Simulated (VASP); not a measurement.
# CdSiGe62 (a cell with a defect) in VASP: electric field gradients with PBEsol

Aim: the electric field gradients of CdSiGe62 (a cell with a defect) with PBEsol.

Program: VASP 6.6.1. These are calculated values, not measurements. Logs are shortened: lines on timing, memory, paths and dates and some standing lists are left out, and cuts for length are marked.

### Step 1. Starting point

The cell holds a defect, 64 atoms: a = 11.380 Å, b = 11.380 Å, c = 11.380 Å, α = 90.00°, β = 90.00°, γ = 90.00°.

The cell was built by a generator and needn't be a form met in nature.

### Step 2. Electric field gradients, PBEsol

File INCAR:

```
SYSTEM = CdSiGe62
  ALGO = Normal
  EDIFF = 1E-8
  ENCUT = 360
  GGA = PS
  ISIF = 2
  ISMEAR = 0
  LASPH = .True.
  LCHARG = .False.
  LEFG = .True.
  LREAL = .False.
  LWAVE = .False.
  NELECT = 266
  NELM = 80
  PREC = Accurate
  SIGMA = 0.02
```

File KPOINTS:

```
k-points
0
Gamma
  2 2 2
  0 0 0
```

File POSCAR:

```
CdSiGe62                                
1.0
   11.3800000000      0.0000000000      0.0000000000
    0.0000000000     11.3800000000      0.0000000000
    0.0000000000      0.0000000000     11.3800000000
  Cd              Ge              Si            
     1    62     1
Direct
     0.0013687302585219    0.0010583976113821    0.0014168108335031
     0.2500099995422333    0.0033844497497038    0.2507262202486719
     0.2498840105691054    0.2505657716543736    0.0034321039585633
     0.1250153538268458    0.1305780454588194    0.1307512962903652
     0.1222166157318113    0.3742208954048820    0.3742468909446715
     0.3758785379048722    0.1245747884754127    0.3760527512554148
     0.3758931070325319    0.3760236821787746    0.1243263731646613
     0.0001026746094091    0.0006572440319301    0.4994700929840125
     0.9969331988659623    0.2507778705253004    0.7492889382207693
     0.2506706419978458    0.9970580584364647    0.7491878212383251
     0.2489012205054010    0.2496359813592110    0.4997444194284555
     0.1245691073696644    0.1247201142953752    0.6265023002168343
     0.1246362162174917    0.3735251310413378    0.8753004718009116
     0.3732352973927716    0.1243472312963659    0.8758222585634664
     0.3747033011096728    0.3746402108664708    0.6250675380241099
     0.0002812496234487    0.4993078299217203    0.0007012603978710
     0.9969129765852842    0.7492716648865690    0.2507524675762469
     0.2487853475671118    0.4995679798153727    0.2493963535726416
     0.2508159908290993    0.7492293831957273    0.9970096068504664
     0.1246029539645739    0.6265718465928851    0.1245911056702322
     0.1245030585145674    0.8753588416035422    0.3735616621684014
     0.3745955530738356    0.6248128947282603    0.3745047204325220
     0.3733269056196200    0.8756830559710995    0.1245444852359160
     0.9999968251823166    0.4996544734862743    0.4996080799168047
     0.0031491028338904    0.7491086441477252    0.7491039980216005
     0.2496902469419425    0.4997172329428970    0.7504759214146842
     0.2497483411176116    0.7505071170513806    0.4995111278006640
     0.1248227079644346    0.6236650467451357    0.6235247862226416
     0.1270355400469274    0.8729457405781933    0.8729760935230386
     0.3762931111551366    0.6239139981454733    0.8754450943043440
     0.3761526789885578    0.8754998771261044    0.6238661130644036
     0.5001468015489307    0.9999415042381726    0.0001037748513974
     0.5000524705950042    0.2495912955707052    0.2495041228355998
     0.7499222349654868    0.9977894580588226    0.2507148603158945
     0.7502673807942495    0.2505332583304649    0.9979856140112453
     0.6264353757332634    0.1246466336542060    0.1246903113708248
     0.6253277167552752    0.3747040866036835    0.3746628634458208
     0.8777422063804146    0.1266778939054610    0.3714432032139028
     0.8779964878517859    0.3713313386897427    0.1268959443100774
     0.4999947481112684    0.0001456482105099    0.4999390651435034
     0.4998510587020598    0.2493730211786948    0.7507380828256842
     0.7493360620178592    0.0028756811058712    0.7493520011042052
     0.7512413273235404    0.2495855885589654    0.4990960794664527
     0.6242991739056297    0.1246358960357063    0.6236637861574619
     0.6244609402125461    0.3758023263953370    0.8759240786334797
     0.8731873195485140    0.1267930016767488    0.8730417187980299
     0.8754454762058580    0.3762623631992550    0.6238935816808302
     0.5001391840512567    0.4998830485595316    0.9999953073933950
     0.4999044228657720    0.7503936895035536    0.2493563152232600
     0.7513476223900627    0.4990312846402880    0.2495756227915653
     0.7494771012610977    0.7491830121960389    0.0027400037929851
     0.6244616008897759    0.6235273576890242    0.1245088474764423
     0.6241377526288080    0.8757763052633970    0.3759639212044997
     0.8754363304913414    0.6239315785866891    0.3762572393067792
     0.8728753993287897    0.8729369066737446    0.1269903250423261
     0.5001910082840620    0.5000174429062566    0.5000224081844318
     0.5002519686373790    0.7505877005164283    0.7504648607244951
     0.7504633127677482    0.5002363874623020    0.7505401341016981
     0.7504956540657670    0.7506377779633193    0.5002090700286741
     0.6253299032428503    0.6254248443765322    0.6253307943639139
     0.6264803964967196    0.8753440710221883    0.8754364180317048
     0.8757333528221312    0.6259716533646444    0.8756704959968701
     0.8755690778966863    0.8757138840834281    0.6261871271347899
     0.0029630782855549    0.2512258904561494    0.2515222576925719
```

Potentials or basis: VASP PAW PBE potentials, release 64 (Cd, Ge, Si).

Command:

```
cat potpaw_PBE.64/Cd/POTCAR potpaw_PBE.64/Ge/POTCAR potpaw_PBE.64/Si/POTCAR > POTCAR
mpirun -np 4 vasp_std > vasp.out
```

OUTCAR:

```text
SYSTEM = CdSiGe62
   EDIFF = 1E-8
   ENCUT = 360
   GGA = PS
   ISIF = 2
   ISMEAR = 0
   LASPH = .True.
   LREAL = .False.
   NELECT = 266
   NELM = 80
   PREC = Accurate

 ion  position               nearest neighbor table
   1  0.001  0.001  0.001-  55 2.51  29 2.51  46 2.51   4 2.51
   2  0.250  0.003  0.251-   4 2.45   6 2.45  21 2.47  23 2.48
   3  0.250  0.251  0.003-   4 2.45   7 2.45  13 2.47  14 2.48
   4  0.125  0.131  0.131-  64 2.39   2 2.45   3 2.45   1 2.51
   5  0.122  0.374  0.374-  64 2.40  24 2.45  18 2.48  11 2.48
   6  0.376  0.125  0.376-  40 2.45   2 2.45  33 2.47  11 2.47
[... 56 lines left out ...]
  63  0.876  0.876  0.626-  59 2.47   8 2.47  42 2.47  25 2.48
  64  0.003  0.251  0.252-   4 2.39   5 2.40  38 2.43  39 2.43

  LATTYP: Found a simple cubic cell.
 ALAT       =    11.3800000000

  Lattice vectors:

 A1 = (  11.3800000000,   0.0000000000,   0.0000000000)
 A2 = (   0.0000000000,  11.3800000000,   0.0000000000)
 A3 = (   0.0000000000,   0.0000000000,  11.3800000000)

Analysis of symmetry for initial positions (statically):
=====================================================================
 Subroutine PRICEL returns:
 Original cell was already a primitive cell.

 Routine SETGRP: Setting up the symmetry group for a
 simple cubic supercell.

 Subroutine GETGRP returns: Found  1 space group operations
 (whereof  1 operations were pure point group operations)
 out of a pool of 48 trial point group operations.

The static configuration has the point symmetry C_1 .

Analysis of symmetry for dynamics (positions and initial velocities):
=====================================================================
 Subroutine PRICEL returns:
 Original cell was already a primitive cell.

 Routine SETGRP: Setting up the symmetry group for a
 simple cubic supercell.

 Subroutine GETGRP returns: Found  1 space group operations
 (whereof  1 operations were pure point group operations)
 out of a pool of 48 trial point group operations.

The dynamic configuration has the point symmetry C_1 .

 Subroutine INISYM returns: Found  1 space group operations
 (whereof  1 operations are pure point group operations),
 and found     1 'primitive' translations

----------------------------------------------------------------------------------------

                                     Primitive cell

  volume of cell :    1473.7601

  direct lattice vectors                    reciprocal lattice vectors
    11.380000000  0.000000000  0.000000000     0.087873462  0.000000000  0.000000000
     0.000000000 11.380000000  0.000000000     0.000000000  0.087873462  0.000000000
     0.000000000  0.000000000 11.380000000     0.000000000  0.000000000  0.087873462

  length of vectors
    11.380000000 11.380000000 11.380000000     0.087873462  0.087873462  0.087873462

  position of ions in fractional coordinates (direct lattice)
     0.001368730  0.001058398  0.001416811
     0.250010000  0.003384450  0.250726220
     0.249884011  0.250565772  0.003432104
     0.125015354  0.130578045  0.130751296
     0.122216616  0.374220895  0.374246891
     0.375878538  0.124574788  0.376052751
[... 56 lines left out ...]
     0.875569078  0.875713884  0.626187127
[... 150 lines left out ...]
   AEXX    =    0.0000 exact exchange contribution
   IVDW    =     0    specifies the selected vdW correction
   LEPSILON=     F    determine dielectric tensor
   LRPA    =     F    only Hartree local field effects (RPA)
 non-spin polarized calculation
 Gauss-broadening in eV      SIGMA  =   0.02
  energy-cutoff  :      360.00
  volume of cell :     1473.76
 maximum number of plane-waves:     22896
   NGX = 35   NGY = 35   NGZ = 35

 number of electron     265.9999978 magnetization

 Free energy of the ion-electron system (eV)
  ---------------------------------------------------
  ext. energy  EPLUGINS =         0.00000000
  ---------------------------------------------------
  free energy    TOTEN  =      -301.98863665 eV

  energy without entropy =     -301.98759236  energy(sigma->0) =     -301.98811450

 E-fermi :   3.5778     XC(G=0):  -9.2612

 val. band max:        3.5554836844   @ k =   0.0000   0.0000   0.0000
 cond. band min:       3.5982753017   @ k =   0.0000   0.0000   0.0000
 fundamental gap:      0.0427916173
 Fermi energy:         3.5777856369

 k-point     1 :       0.0000    0.0000    0.0000
  band No.  band energies     occupation
      1      -9.1731      2.00000
      2      -8.2305      2.00000
      3      -8.2285      2.00000
      4      -8.1947      2.00000
      5      -8.1934      2.00000
      6      -8.1772      2.00000
[... 1173 lines left out ...]
    144       4.7130      0.00000
    145       4.7264      0.00000
 [bands above 145 left out]

------------------------ aborting loop because EDIFF is reached ----------------------------------------

  FORCE on cell =-STRESS in cart. coord.  units (eV):
  Direction    XX          YY          ZZ          XY          YZ          ZX
  --------------------------------------------------------------------------------------
  -------------------------------------------------------------------------------------
  Total       24.3378445     24.5332186     24.5379816     -0.0073935      0.1904890     -0.0206741
  in kB       26.4585419     26.6709402     26.6761182     -0.0080377      0.2070874     -0.0224756
  external PRESSURE =      26.6018667 kB  Pullay stress =       0.0000000 kB

 VOLUME and BASIS-vectors are now :
 -----------------------------------------------------------------------------
  energy-cutoff  :      360.00
  volume of cell :     1473.76
      direct lattice vectors                 reciprocal lattice vectors
    11.380000000  0.000000000  0.000000000     0.087873462  0.000000000  0.000000000
     0.000000000 11.380000000  0.000000000     0.000000000  0.087873462  0.000000000
     0.000000000  0.000000000 11.380000000     0.000000000  0.000000000  0.087873462

 POSITION                                       TOTAL-FORCE (eV/Angst)
 -----------------------------------------------------------------------------------
      0.01558      0.01204      0.01612         0.004605      0.004656      0.000790
      2.84511      0.03852      2.85326        -0.002571      0.001474     -0.000011
      2.84368      2.85144      0.03906         0.001307      0.000077      0.000229
      1.42267      1.48598      1.48795         0.000769      0.005306      0.003996
      1.39083      4.25863      4.25893         0.000554     -0.000270      0.001234
      4.27750      1.41766      4.27948         0.001817     -0.003230     -0.001172
[... 56 lines left out ...]
      9.96398      9.96562      7.12601        -0.000031      0.000687     -0.003836
      0.03372      2.85895      2.86232        -0.003412      0.002318     -0.002241
 -----------------------------------------------------------------------------------
    total drift:                               -0.000596     -0.000764     -0.000777

  FREE ENERGIE OF THE ION-ELECTRON SYSTEM (eV)
  ---------------------------------------------------
  free  energy   TOTEN  =      -301.9886366462 eV

  energy  without entropy=     -301.9875923584  energy(sigma->0) =     -301.98811450

 Electric field gradients (V/A^2)
---------------------------------------------------------------------
 ion       V_xx      V_yy      V_zz      V_xy      V_xz      V_yz
---------------------------------------------------------------------
   1       3.669    -1.713    -1.956    -1.235    -0.401    -3.680
   2       0.281    -3.109     2.827     9.075   -14.710    10.663
   3       0.313     2.805    -3.118   -14.651     9.179    10.681
   4       2.601    -1.304    -1.297   -30.191   -30.377   -55.538
   5      -0.088     0.003     0.085   -11.979   -11.980   -19.036
   6      -0.257    -0.299     0.556    -2.908    -9.806    -3.719
[... 56 lines left out ...]
  63      -0.103     0.145    -0.042     4.749     2.374     0.214
  64      -1.158     0.569     0.589     4.490     4.568    -6.441
---------------------------------------------------------------------

 Electric field gradients after diagonalization (V/A^2)
 (convention: |V_zz| > |V_xx| > |V_yy|)
----------------------------------------------------------------------
 ion       V_xx      V_yy      V_zz     asymmetry (V_yy - V_xx)/ V_zz
----------------------------------------------------------------------
   1       3.981     1.677    -5.658       0.407
   2      16.545     6.425   -22.970       0.441
   3      16.474     6.537   -23.011       0.432
   4      54.238    25.011   -79.248       0.369
   5      19.080     9.860   -28.940       0.319
   6      10.013     1.588   -11.601       0.726
[... 56 lines left out ...]
  63      -5.225    -0.175     5.401       0.935
  64       7.020     3.313   -10.333       0.359
----------------------------------------------------------------------

           NMR quadrupolar parameters

 Cq : quadrupolar parameter    Cq=e*Q*V_zz/h
 eta: asymmetry parameters     (V_yy - V_xx)/ V_zz
 Q  : nuclear electric quadrupole moment in mb (millibarn)
----------------------------------------------------------------------
 ion       Cq(MHz)       eta       Q (mb)
----------------------------------------------------------------------
   1      -0.014       0.407       1.000
   2      -0.056       0.441       1.000
   3      -0.056       0.432       1.000
   4      -0.192       0.369       1.000
   5      -0.070       0.319       1.000
   6      -0.028       0.726       1.000
[... 56 lines left out ...]
  63       0.013       0.935       1.000
  64      -0.025       0.359       1.000
----------------------------------------------------------------------
```

Run time: 14 min. Hardware: 4 MPI ranks of Intel Xeon 6975P-C (Granite Rapids), shared host; peak memory 0.47 GiB.

Results:

```yaml
Free_energy: -301.9886 eV
Largest_force: 0.007 eV/Å
Band_gap_on_the_k_mesh: 0.04 eV, direct
```

Forces in eV/Å, atoms in the order of the input:
```
Cd   0.005  0.005  0.001
Ge  -0.003  0.001  0.000
Ge   0.001  0.000  0.000
Ge   0.001  0.005  0.004
Ge   0.001  0.000  0.001
Ge   0.002 -0.003 -0.001
Ge   0.002 -0.003  0.001
Ge   0.005  0.000 -0.003
Ge  -0.002  0.001 -0.001
Ge   0.000 -0.001 -0.001
Ge  -0.003  0.000 -0.006
Ge   0.002 -0.002 -0.005
Ge  -0.003  0.003  0.001
Ge   0.003  0.002  0.001
Ge  -0.001 -0.002 -0.001
Ge  -0.001 -0.001 -0.001
Ge   0.001 -0.001 -0.001
Ge  -0.001 -0.002  0.004
Ge  -0.001 -0.002  0.001
Ge   0.001 -0.005  0.002
Ge  -0.001  0.001  0.003
Ge  -0.002  0.000  0.000
Ge   0.000  0.001  0.001
Ge   0.001 -0.002  0.000
Ge  -0.002  0.000  0.001
Ge   0.000  0.001  0.003
Ge  -0.004 -0.001  0.003
Ge  -0.005  0.001  0.001
Ge   0.000  0.001  0.000
Ge   0.001  0.000 -0.002
Ge   0.002  0.000  0.000
Ge   0.003  0.003 -0.001
Ge  -0.002 -0.001 -0.002
Ge   0.004  0.002 -0.001
Ge   0.000  0.001 -0.002
Ge  -0.001  0.000 -0.002
Ge   0.002  0.000  0.002
Ge   0.000  0.003  0.003
Ge  -0.001  0.001  0.000
Ge   0.000 -0.002  0.001
Ge   0.001  0.000 -0.002
Ge   0.001 -0.002  0.001
Ge   0.000 -0.002  0.001
Ge   0.002  0.000  0.002
Ge   0.000 -0.001  0.001
Ge   0.001  0.001  0.002
Ge   0.000 -0.001 -0.001
Ge  -0.002 -0.001  0.000
Ge   0.001  0.002  0.002
Ge  -0.001  0.002 -0.001
Ge  -0.002  0.002  0.000
Ge  -0.001  0.002  0.003
Ge   0.002  0.004 -0.002
Ge   0.000 -0.002 -0.002
Ge   0.006  0.001 -0.001
Ge   0.003 -0.001  0.000
Ge  -0.005 -0.002  0.000
Ge   0.000 -0.003  0.000
Ge  -0.001 -0.003  0.001
Ge  -0.002  0.000  0.001
Ge  -0.003  0.000 -0.003
Ge  -0.001 -0.003  0.001
Ge   0.000  0.001 -0.004
Si  -0.003  0.002 -0.002
```

Levels at points of the mesh, in eV from the valence-band top:
```tsv
k point	band 129	band 130	band 131	band 132	band 133	band 134	band 135	band 136	band 137	band 138
(0.00, 0.00, 0.00)	-0.74	-0.72	-0.15	-0.01	0.00	0.04	0.12	0.14	0.15	0.22
(0.50, 0.00, 0.00)	-0.97	-0.94	-0.94	-0.48	-0.43	0.43	0.44	1.17	1.23	1.24
(0.00, 0.50, 0.00)	-1.00	-0.95	-0.94	-0.45	-0.42	0.42	0.44	1.19	1.19	1.23
(0.00, 0.00, 0.50)	-1.01	-0.95	-0.94	-0.45	-0.42	0.42	0.44	1.19	1.19	1.23
(0.50, 0.50, 0.00)	-1.12	-0.47	-0.46	-0.13	-0.11	0.93	0.95	1.03	1.05	1.40
(0.00, 0.50, 0.50)	-1.09	-0.48	-0.45	-0.16	-0.11	0.93	0.97	1.03	1.06	1.43
(0.50, 0.00, 0.50)	-1.11	-0.47	-0.46	-0.13	-0.11	0.93	0.95	1.03	1.05	1.40
(0.50, 0.50, 0.50)	-0.93	-0.93	-0.27	-0.22	-0.22	0.46	0.48	0.49	0.49	0.50
```

Electric field gradients, principal values (V/Å²):
| atom | Vxx | Vyy | Vzz |
| --- | --- | --- | --- |
| 1 Cd | 1.677 | 3.981 | -5.658 |
| 2 Ge | 6.425 | 16.545 | -22.970 |
| 3 Ge | 6.537 | 16.474 | -23.011 |
| 4 Ge | 25.011 | 54.238 | -79.248 |
| 5 Ge | 9.860 | 19.080 | -28.940 |
| 6 Ge | 1.588 | 10.013 | -11.601 |
| 7 Ge | 1.595 | 10.281 | -11.876 |
| 8 Ge | 0.669 | 1.764 | -2.433 |
| 9 Ge | 8.300 | 17.505 | -25.805 |
| 10 Ge | 8.527 | 17.296 | -25.823 |
| 11 Ge | 1.101 | 3.187 | -4.288 |
| 12 Ge | -1.501 | -4.582 | 6.082 |
| 13 Ge | -1.209 | -5.030 | 6.239 |
| 14 Ge | -2.598 | -5.873 | 8.471 |
| 15 Ge | -0.030 | -2.824 | 2.854 |
| 16 Ge | 1.066 | 1.765 | -2.831 |
| 17 Ge | 8.217 | 17.626 | -25.843 |
| 18 Ge | 0.944 | 3.601 | -4.545 |
| 19 Ge | 8.470 | 17.397 | -25.867 |
| 20 Ge | -1.583 | -4.625 | 6.208 |
| 21 Ge | -1.232 | -5.008 | 6.240 |
| 22 Ge | -0.242 | -2.592 | 2.835 |
| 23 Ge | -2.459 | -5.675 | 8.134 |
| 24 Ge | -0.045 | -0.918 | 0.962 |
| 25 Ge | 7.915 | 18.331 | -26.246 |
| 26 Ge | 0.477 | 2.207 | -2.683 |
| 27 Ge | 0.751 | 2.210 | -2.961 |
| 28 Ge | 1.258 | 8.239 | -9.497 |
| 29 Ge | 40.073 | 41.765 | -81.837 |
| 30 Ge | 1.436 | 10.060 | -11.496 |
| 31 Ge | 1.422 | 10.188 | -11.610 |
| 32 Ge | 0.176 | 0.671 | -0.847 |
| 33 Ge | 0.077 | 2.289 | -2.366 |
| 34 Ge | 8.432 | 17.852 | -26.284 |
| 35 Ge | 8.964 | 17.595 | -26.559 |
| 36 Ge | -1.932 | -5.431 | 7.363 |
| 37 Ge | -1.789 | -2.243 | 4.032 |
| 38 Ge | 5.797 | 14.456 | -20.253 |
| 39 Ge | 5.969 | 14.554 | -20.524 |
| 40 Ge | 0.218 | 1.254 | -1.472 |
| 41 Ge | 0.254 | 2.563 | -2.818 |
| 42 Ge | 8.213 | 17.494 | -25.706 |
| 43 Ge | -0.613 | -1.427 | 2.040 |
| 44 Ge | 1.095 | 11.496 | -12.591 |
| 45 Ge | 0.651 | 10.454 | -11.104 |
| 46 Ge | 39.963 | 40.514 | -80.477 |
| 47 Ge | 0.905 | 9.626 | -10.531 |
| 48 Ge | 0.264 | 1.170 | -1.433 |
| 49 Ge | 0.265 | 2.364 | -2.629 |
| 50 Ge | -0.595 | -1.472 | 2.067 |
| 51 Ge | 8.296 | 17.317 | -25.613 |
| 52 Ge | 1.071 | 11.845 | -12.916 |
| 53 Ge | 0.551 | 10.353 | -10.904 |
| 54 Ge | 0.930 | 9.712 | -10.642 |
| 55 Ge | 39.865 | 40.688 | -80.553 |
| 56 Ge | -0.149 | -0.419 | 0.569 |
| 57 Ge | 0.337 | 2.471 | -2.808 |
| 58 Ge | 0.106 | 2.551 | -2.657 |
| 59 Ge | 0.072 | 2.666 | -2.738 |
| 60 Ge | -1.863 | -2.322 | 4.185 |
| 61 Ge | -1.654 | -5.171 | 6.825 |
| 62 Ge | -0.314 | -4.886 | 5.200 |
| 63 Ge | -0.175 | -5.225 | 5.401 |
| 64 Si | 3.313 | 7.020 | -10.333 |

Caveat: the cell carries a net charge on a neutralising background, which shifts energy and pressure; the cell is charged against a uniform background, so pressure and absolute levels hang on convention; the PAW data sets were made with another functional, which shifts forces and pressure a little. As with any semilocal functional, this PBEsol gap is likely too small.
